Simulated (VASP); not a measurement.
SnTe: equilibrium volume by level of theory

```yaml
crystal:
  lattice:
    - [0.00000, 3.15085, 3.15085]
    - [3.15085, 0.00000, 3.15085]
    - [3.15085, 3.15085, 0.00000]
  atoms:
    - { symbol: Sn, position: [0.00000, 0.00000, 0.00000] }
    - { symbol: Te, position: [0.50000, 0.50000, 0.50000] }
```

```tsv
rung	level	program and potentials	cutoff (eV)	k mesh	smearing	equilibrium volume (Å³/atom)	notes
LDA	LDA	VASP, LDA PAW files Sn_d, Te, 600 eV	600	10 × 10 × 10	gaussian 0.03	30.36	10 valence electrons an atom on average
GGA	PBE	VASP, PBE PAW files Sn, Te, 300 eV	300	5 × 5 × 5	gaussian 0.03	32.80	5 valence electrons an atom on average
GGA	PBE	VASP, PBE PAW files Sn_d, Te, 600 eV	600	10 × 10 × 10	gaussian 0.03	(a)	10 valence electrons an atom on average
GGA + dispersion	PBE+D3(BJ)	VASP, PBE PAW files Sn_d, Te, 600 eV	600	10 × 10 × 10	gaussian 0.03	31.37	10 valence electrons an atom on average
GGA	PBEsol	VASP, PBE PAW files Sn_d, Te, 600 eV	600	10 × 10 × 10	gaussian 0.03	31.10	potentials made for PBE; 10 valence electrons an atom on average
GGA	RPBE	VASP, PBE PAW files Sn_d, Te, 600 eV	600	10 × 10 × 10	gaussian 0.03	34.05	potentials made for PBE; 10 valence electrons an atom on average
meta-GGA	r2SCAN	VASP, PBE PAW files Sn_d, Te, 600 eV	600	10 × 10 × 10	gaussian 0.03	32.33	potentials made for PBE; 10 valence electrons an atom on average
```

Task: relaxation of cell and atoms. All rows: no spin polarisation. Smearing widths are in eV. Meshes differ between rows, which moves values too. Meshes are those of the run's cell of 2 atoms unless a note names another. Relaxations start from the cell shown or near it and stop with a little pressure left. Runs on faulty files, with rough fits or with known faults for this quantity aren't shown. No row holds spin-orbit coupling.

Estimate the value left out from the other rows.

(a) 32.93 Å³/atom.
